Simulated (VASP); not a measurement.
BeB:

```
Be B
1.0
     1.35604    0.78291    2.17384
    -1.35604    0.78291    2.17384
     0.00000   -1.56582    2.17384
Be B
1 1
Direct
  0.75569 0.75569 0.75569
  0.01131 0.01131 0.01131
```

The cell was built by a generator and needn't be a form met in nature.

- Program: VASP 6.6.1
- Task: relaxation of cell and atoms
- Functional: PBE
- Potentials or basis: VASP PAW PBE potentials, release 64 (Be, B)
- Cutoff: 600 eV
- k mesh: 12 × 12 × 12
- Occupations: gaussian, width 0.05 eV
- Spin: no spin polarisation

At the start: pressure 90.4 GPa; volume 6.92 Å³/atom.

Where does the relaxation end?

Over 28 steps the energy falls by 1703.2 meV/atom and the volume is 6.89 Å³/atom (-0.5 %); space group Pm-3m (No. 221, to 0.05 Å).

The path:
```
step  energy change (eV)  largest force (eV/Å)  pressure (GPa)  volume (Å³)
   1              0.0000                0.0328           90.38        13.85
   2             -1.6604                0.4531           -3.96        23.23
   3             -1.6727                0.4787            0.65        21.92
   4             -1.6734                0.4750           -0.35        22.17
   5             -1.7037                0.4192           -0.91        22.18
   6             -1.8054                0.3167           -2.67        22.19
   7             -2.0418                0.2658           -8.10        22.13
   8             -2.4512                0.0439          -22.80        21.65
   9             -2.5020                0.1315          -25.96        21.44
  10             -2.5062                0.1355          -26.10        21.41
  11             -2.5183                0.1467          -26.50        21.32
  12             -2.5402                0.1605          -27.26        21.15
  13             -2.5742                0.1774          -28.33        20.80
  14             -2.6255                0.1485          -29.76        20.05
  15             -2.8595                0.2347          -27.03        18.41
  16             -2.9353                0.2180          -26.19        17.99
  17             -3.1379                0.1671          -22.66        16.78
  18             -3.3778                0.0658           -7.53        14.50
  19             -3.3879                0.0361           -0.11        13.83
  20             -3.3888                0.0420           -1.70        13.96
  21             -3.3943                0.0537           -1.29        13.92
  22             -3.4039                0.0874            0.16        13.77
  23             -3.4046                0.0994            0.81        13.72
  24             -3.4053                0.0811            0.33        13.75
  25             -3.4060                0.0371           -0.75        13.84
  26             -3.4063                0.0162           -0.28        13.80
  27             -3.4064                0.0004            0.09        13.77
  28             -3.4064                0.0007            0.01        13.78
```

Final structure:
```yaml
crystal:
  lattice:
    - [1.69532, 0.97879, 1.38363]
    - [-1.69532, 0.97879, 1.38363]
    - [0.00000, -1.95758, 1.38363]
  atoms:
    - { symbol: Be, position: [0.63352, 0.63352, 0.63352] }
    - { symbol: B, position: [0.13348, 0.13348, 0.13348] }
```
